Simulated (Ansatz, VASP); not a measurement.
**Cross-check of SnSe2 between VASP and Ansatz**

Aim: how closely do two programs agree when they are given the same cell, functional and k mesh? The cell is taken from a series of runs on this material, whose earlier steps may have relaxed, scaled, displaced or heated it; both programs get it as it stands.

Program: Ansatz 0.2.0. Level of theory: plane waves, with VASP 6.6.1 beside it; zone-centre phonons at PBEsol with D3(BJ). Results are calculated unless marked as measured.

## Step 1: Set-up

Symmetry: P-3m1, No. 164, trigonal system. The conventional cell has a = 3.771 Å, b = 3.771 Å, c = 5.475 Å, α = 90.00°, β = 90.00°, γ = 120.00°. Se has 3 Sn at 2.69 Å nearest. Nearest to Sn lie 6 Se at 2.69 Å. Farther neighbours and most contacts between anions are not listed.

Structure file:

```cif
data_structure
_symmetry_space_group_name_H-M 'P-3m1'
_symmetry_Int_Tables_number 164
_cell_length_a 3.7710
_cell_length_b 3.7710
_cell_length_c 5.4751
_cell_angle_alpha 90.000
_cell_angle_beta 90.000
_cell_angle_gamma 120.000
_cell_volume 67.43
loop_
_atom_site_label
_atom_site_type_symbol
_atom_site_symmetry_multiplicity
_atom_site_Wyckoff_symbol
_atom_site_fract_x
_atom_site_fract_y
_atom_site_fract_z
_atom_site_occupancy
Se1 Se 2 d 0.33333 0.66667 0.28970 1
Sn1 Sn 1 a 0.00000 0.00000 0.00000 1
```

## Step 2: VASP: zone-centre phonons, PBEsol with D3(BJ)

Second derivatives magnify differences that forces hide, and they need a tight electronic threshold.

Lines of VASP's logs that name or quote its potential files are left out, and so is its time.

Input file INCAR:

```
SYSTEM = SnSe2
PREC = Accurate
ENCUT = 500
EDIFF = 1E-08
NELM = 120
ISMEAR = 0
SIGMA = 0.02
LREAL = .FALSE.
ALGO = Normal
GGA = PS
IVDW = 12
NBANDS = 19
LORBIT = 11
LWAVE = .FALSE.
LCHARG = .FALSE.
ISIF = 2
IBRION = 6
NFREE = 2
POTIM = 0.015
NSW = 1
LASPH = .TRUE.
GGA_COMPAT = .FALSE.
KPAR = 2
```

Input file POSCAR:

```
SnSe2
1.0
    3.7709793467      0.0000000000      0.0000000000
   -1.8854896734      3.2657639114      0.0000000000
    0.0000000000      0.0000000000      5.4750671188
Se Sn
2 1
Direct
    0.3333333333      0.6666666667      0.2896963300
    0.6666666667      0.3333333333      0.7103036700
    0.0000000000      0.0000000000      0.0000000000
```

Input file KPOINTS:

```
Automatic mesh
0
Gamma
12 12 6
0 0 0
```

The projector-augmented-wave data sets are Se and Sn_d (PBE family, release 64).

Started as:

```sh
$ mpirun -np 2 vasp_std
```

Numbers of over 12 decimals in the logs are rounded to 6 here.

The log of the run:

```text
[banner, memory and clock lines left out]
running    2 mpi-ranks, on    1 nodes
 distrk:  each k-point on    1 cores,    2 groups
 distr:  one band on    1 cores,    1 groups

 POSCAR found type information on POSCAR SeSn
 POSCAR found :  2 types and       3 ions
|                                                                             |
|               ----> ADVICE to this user running VASP <----                  |
|                                                                             |
|     You enforced a specific xc type in the INCAR file but a different       |
|     [... a line on the potential file left out ...]
|     I HOPE YOU KNOW WHAT YOU ARE DOING!                                     |
|                                                                             |

 LDA part: xc-table for (Slater+PW92), standard interpolation
 POSCAR, INCAR and KPOINTS ok, starting setup
 FFT: planning ... GRIDC
 FFT: planning ... GRID_SOFT
 FFT: planning ... GRID
 WAVECAR not read
 entering main loop
       N       E                     dE             d eps       ncg     rms          rms(c)
DAV:   1     0.200346690767E+03    0.20035E+03   -0.12155E+04  3875   0.160E+03
DAV:   2     0.928164919545E+01   -0.19107E+03   -0.18486E+03  4069   0.392E+02
DAV:   3    -0.122964495370E+02   -0.21578E+02   -0.21047E+02  4662   0.115E+02
DAV:   4    -0.130402348763E+02   -0.74379E+00   -0.74084E+00  4501   0.215E+01
DAV:   5    -0.130565660921E+02   -0.16331E-01   -0.16329E-01  5006   0.345E+00    0.557E+00
DAV:   6    -0.128578844605E+02    0.19868E+00   -0.39282E-01  5583   0.734E+00    0.350E+00
DAV:   7    -0.128361498546E+02    0.21735E-01   -0.11352E-01  4427   0.237E+00    0.966E-01
DAV:   8    -0.128347621574E+02    0.13877E-02   -0.84680E-03  4812   0.900E-01    0.270E-01
DAV:   9    -0.128347061126E+02    0.56045E-04   -0.10488E-03  4058   0.220E-01    0.723E-02
DAV:  10    -0.128347079484E+02   -0.18358E-05   -0.92766E-05  4673   0.634E-02    0.235E-02
DAV:  11    -0.128347150569E+02   -0.71084E-05   -0.16700E-05  3975   0.254E-02    0.684E-03
DAV:  12    -0.128347155372E+02   -0.48028E-06   -0.82305E-07  4617   0.709E-03    0.464E-03
DAV:  13    -0.128347154724E+02    0.64796E-07   -0.28801E-07  4160   0.451E-03    0.995E-04
DAV:  14    -0.128347154775E+02   -0.51778E-08   -0.24369E-08  3503   0.108E-03
   1 F= -.13970254E+02 E0= -.13970198E+02  d E =-.112111E-03
[... from here on, the cycles between the ionic steps are left out ...]
   2 F= -.13969732E+02 E0= -.13969680E+02  d E =-.103488E-03
   3 F= -.13969732E+02 E0= -.13969680E+02  d E =-.103479E-03
   4 F= -.13969761E+02 E0= -.13969711E+02  d E =-.999327E-04
   5 F= -.13969149E+02 E0= -.13969029E+02  d E =-.240966E-03
   6 F= -.13969600E+02 E0= -.13969544E+02  d E =-.111944E-03
   7 F= -.13969600E+02 E0= -.13969544E+02  d E =-.111944E-03
   8 F= -.13968639E+02 E0= -.13968583E+02  d E =-.112232E-03
 Finite differences progress:
  Degree of freedom:   4/  4
  Displacement:        1/  2
  Total:               7/  8
 bond charge predicted
       N       E                     dE             d eps       ncg     rms          rms(c)
DAV:   1    -0.128220702994E+02    0.11031E-01   -0.43684E+00  4909   0.117E+01    0.415E-01
DAV:   2    -0.128331089933E+02   -0.11039E-01   -0.12485E-01  5197   0.253E+00    0.157E-01
DAV:   3    -0.128331626650E+02   -0.53672E-04   -0.20994E-03  4471   0.386E-01    0.937E-02
DAV:   4    -0.128331118903E+02    0.50775E-04   -0.15216E-04  5441   0.983E-02    0.513E-02
DAV:   5    -0.128331018281E+02    0.10062E-04   -0.53989E-05  4414   0.561E-02    0.167E-02
DAV:   6    -0.128331015252E+02    0.30292E-06   -0.89308E-06  4566   0.167E-02    0.873E-03
DAV:   7    -0.128331015936E+02   -0.68406E-07   -0.31867E-06  4175   0.131E-02    0.218E-03
DAV:   8    -0.128331015922E+02    0.13433E-08   -0.23363E-07  4136   0.373E-03    0.604E-04
DAV:   9    -0.128331015996E+02   -0.73987E-08   -0.97211E-09  2623   0.774E-04
   9 F= -.13968639E+02 E0= -.13968583E+02  d E =-.112232E-03
 Finite differences progress:
  Degree of freedom:   4/  4
  Displacement:        2/  2
  Total:               8/  8
```

Parts of OUTCAR (step 2):

```text
ion  position               nearest neighbor table
   1  0.333  0.667  0.290-   3 2.69   3 2.69   3 2.69
   2  0.667  0.333  0.710-   3 2.69   3 2.69   3 2.69
   3  0.000  0.000  0.000-   1 2.69   2 2.69   2 2.69   1 2.69   2 2.69   1 2.69

  LATTYP: Found a hexagonal cell.
 ALAT       =     3.7709793467
 C/A-ratio  =     1.4518952812

 Subroutine GETGRP returns: Found 12 space group operations
 (whereof 12 operations were pure point group operations)

The static configuration has the point symmetry D_3d.

 Found    100 irreducible k-points:

   k-points           NKPTS =    100   k-points in BZ     NKDIM =    100   number of bands    NBANDS=     19

   dimension x,y,z NGX =    28 NGY =   28 NGZ =   40
   dimension x,y,z NGXF=    56 NGYF=   56 NGZF=   80

   ENCUT  =  500.0 eV  36.75 Ry    6.06 a.u.   6.88  6.88  9.98*2*pi/ulx,y,z

   NELECT =      26.0000    total number of electrons

 k-points in reciprocal lattice and weights: Automatic mesh
   0.00000000  0.00000000  0.00000000       0.001
   0.08333333 -0.00000000  0.00000000       0.007
   0.16666667  0.00000000  0.00000000       0.007
   0.25000000  0.00000000  0.00000000       0.007
   0.33333333  0.00000000  0.00000000       0.007
   0.41666667  0.00000000  0.00000000       0.007
   0.50000000  0.00000000  0.00000000       0.003
   0.08333333  0.08333333  0.00000000       0.007
   0.16666667  0.08333333  0.00000000       0.014
[...]
0.33333333  0.25000000  0.50000000       0.014
   0.33333333  0.33333333  0.50000000       0.002

 Edisp (eV)   -1.13554

 average (electrostatic) potential at core
       1 -51.9078       2 -51.9762       3-100.8587

 E-fermi :   6.1188

 k-point     1 :       0.0000    0.0000    0.0000
  band No.  band energies     occupation
    ...
      9       4.8649      2.00000
     10       4.8649      2.00000
     11       5.0691      2.00000
     12       5.0691      2.00000
     13       6.0215      2.00000
     14       6.6197      0.00000
     15       8.8242      0.00000
     16      10.5028      0.00000
     17      10.5028      0.00000
     18      13.9833      0.00000
    ...

 k-point     2 :       0.0833   -0.0000    0.0000
  band No.  band energies     occupation
    ...
      8      -1.3584      2.00000
      9       3.8897      2.00000
     10       4.4150      2.00000
     11       4.6439      2.00000
     12       5.4044      2.00000
     13       6.2452      0.00000
     14       7.3851      0.00000
     15       9.1066      0.00000
     16      10.1436      0.00000
     17      10.5498      0.00000
    ...

 k-point     3 :       0.1667    0.0000    0.0000
  band No.  band energies     occupation
    ...
      8      -1.2141      2.00000
      9       2.5829      2.00000
     10       3.7838      2.00000
     11       3.8593      2.00000
     12       5.6459      2.00000
     13       6.1814      0.00001
     14       8.1004      0.00000
     15       9.4221      0.00000
     16      10.1979      0.00000
     17      10.6198      0.00000
    ...

 Edisp (eV)   -1.13554

  Total       1.22999     1.22999     1.23566    -0.00000     0.00000    -0.00000
  in kB      29.22687    29.22687    29.36166    -0.00000     0.00000    -0.00000
  external pressure =       29.27 kB  Pullay stress =        0.00 kB

  energy-cutoff  :      500.00
  volume of cell :       67.43
      direct lattice vectors                 reciprocal lattice vectors
     3.770979347  0.000000000  0.000000000     0.265183102  0.153103535  0.000000000
    -1.885489673  3.265763911  0.000000000     0.000000000  0.306207070  0.000000000
     0.000000000  0.000000000  5.475067119     0.000000000  0.000000000  0.182646163

 POSITION                                       TOTAL-FORCE (eV/Angst)
 -----------------------------------------------------------------------------------
     -0.00000      2.17718      1.58611         0.000000      0.000000     -0.084811
      1.88549      1.08859      3.88896        -0.000000      0.000000     -0.131033
      0.00000      0.00000     -0.01500        -0.000000     -0.000000      0.215844
 -----------------------------------------------------------------------------------
    total drift:                                0.000000     -0.000000     -0.000438

  FREE ENERGIE OF THE ION-ELECTRON SYSTEM (eV)
  ---------------------------------------------------
  free  energy   TOTEN  =       -13.9686391846 eV

  energy  without entropy=      -13.9685269525  energy(sigma->0) =      -13.96858307

 Eigenvectors and eigenvalues of the dynamical matrix
 ----------------------------------------------------

   1 f  =    7.206677 THz    45.280887 2PiTHz  240.388867 cm-1    29.804407 meV
             X         Y         Z           dx          dy          dz
     -0.000000  2.177176  1.586107    -0.000000   -0.000000   -0.463489
      1.885490  1.088588  3.888960    -0.000000   -0.000000   -0.463489
      0.000000  0.000000  0.000000     0.000000    0.000000    0.755220

   2 f  =    4.589218 THz    28.834907 2PiTHz  153.079835 cm-1    18.979472 meV
             X         Y         Z           dx          dy          dz
     -0.000000  2.177176  1.586107    -0.289297    0.362356   -0.000000
      1.885490  1.088588  3.888960    -0.289297    0.362356    0.000000
      0.000000  0.000000  0.000000     0.471055   -0.590015    0.000000

   3 f  =    4.589218 THz    28.834907 2PiTHz  153.079835 cm-1    18.979472 meV
             X         Y         Z           dx          dy          dz
     -0.000000  2.177176  1.586107     0.362356    0.289297    0.000000
      1.885490  1.088588  3.888960     0.362356    0.289297   -0.000000
      0.000000  0.000000  0.000000    -0.590015   -0.471055    0.000000

   4 f  =    4.580428 THz    28.779678 2PiTHz  152.786633 cm-1    18.943120 meV
             X         Y         Z           dx          dy          dz
     -0.000000  2.177176  1.586107    -0.000000   -0.000000    0.707107
      1.885490  1.088588  3.888960    -0.000000   -0.000000   -0.707107
      0.000000  0.000000  0.000000     0.000000    0.000000   -0.000000

   5 f  =    4.444302 THz    27.924375 2PiTHz  148.245967 cm-1    18.380149 meV
             X         Y         Z           dx          dy          dz
     -0.000000  2.177176  1.586107     0.441187   -0.552589    0.000000
      1.885490  1.088588  3.888960    -0.441187    0.552589   -0.000000
      0.000000  0.000000  0.000000     0.000000    0.000000   -0.000000

   6 f  =    4.444302 THz    27.924375 2PiTHz  148.245967 cm-1    18.380149 meV
             X         Y         Z           dx          dy          dz
     -0.000000  2.177176  1.586107    -0.552589   -0.441187   -0.000000
      1.885490  1.088588  3.888960     0.552589    0.441187    0.000000
      0.000000  0.000000  0.000000     0.000000    0.000000   -0.000000

   7 f/i=    0.003744 THz     0.023524 2PiTHz    0.124886 cm-1     0.015484 meV
             X         Y         Z           dx          dy          dz
     -0.000000  2.177176  1.586107     0.000000   -0.000000    0.534021
      1.885490  1.088588  3.888960     0.000000   -0.000000    0.534021
      0.000000  0.000000  0.000000     0.000000   -0.000000    0.655472

   8 f/i=    0.003987 THz     0.025051 2PiTHz    0.132991 cm-1     0.016489 meV
             X         Y         Z           dx          dy          dz
     -0.000000  2.177176  1.586107     0.004130   -0.533843   -0.000000
      1.885490  1.088588  3.888960     0.004130   -0.533843   -0.000000
      0.000000  0.000000  0.000000     0.005072   -0.655716   -0.000000

   9 f/i=    0.003987 THz     0.025051 2PiTHz    0.132991 cm-1     0.016489 meV
             X         Y         Z           dx          dy          dz
     -0.000000  2.177176  1.586107    -0.533843   -0.004130   -0.000000
      1.885490  1.088588  3.888960    -0.533843   -0.004130   -0.000000
      0.000000  0.000000  0.000000    -0.655716   -0.005072   -0.000000

 ELASTIC MODULI CONTR FROM IONIC RELAXATION (kBar)
 Direction    XX          YY          ZZ          XY          YZ          ZX
 --------------------------------------------------------------------------------
 XX        -138.2239   -107.5392   -349.3446      0.0000     61.1111     -0.0000
 YY        -107.5392   -138.2239   -349.3446      0.0000    -61.1111      0.0000
 ZZ        -349.3446   -349.3446   -993.1648      0.0000     -0.0000      0.0000
 XY           0.0000      0.0000      0.0000    -15.3424      0.0000     61.1111
 YZ          61.1111    -61.1111     -0.0000      0.0000   -243.4156      0.0000
 ZX          -0.0000      0.0000      0.0000     61.1111      0.0000   -243.4156
 --------------------------------------------------------------------------------

 total charge
# of ion       s       p       d       tot
------------------------------------------
    1        1.496   2.291   0.039   3.826
    2        1.496   2.291   0.039   3.826
    3        1.090   1.058  10.107  12.255
--------------------------------------------------
tot          4.082   5.640  10.186  19.908

[... 3 further parts left out ...]
```

The last energy, forces, stress and levels in OUTCAR belong to the last displaced cell, not to the cell of POSCAR.

Levels, forces or a CONTCAR printed for this step are those of its last displaced cell, not of the structure at rest.

[end of part 1 of 2]

[Lines on the potential files, build, host, timing and source positions are cut from VASP's logs without a mark.]

[Logs are printed without paths, hosts, clocks, repeated set-up lines and the standing remarks that a program may print on its own settings, such as how far it seeks lower states.]

[Hosts, paths, dates, database ids (printed as entryN), source tags and the programs' standing remarks are cut or masked in the printed files.]
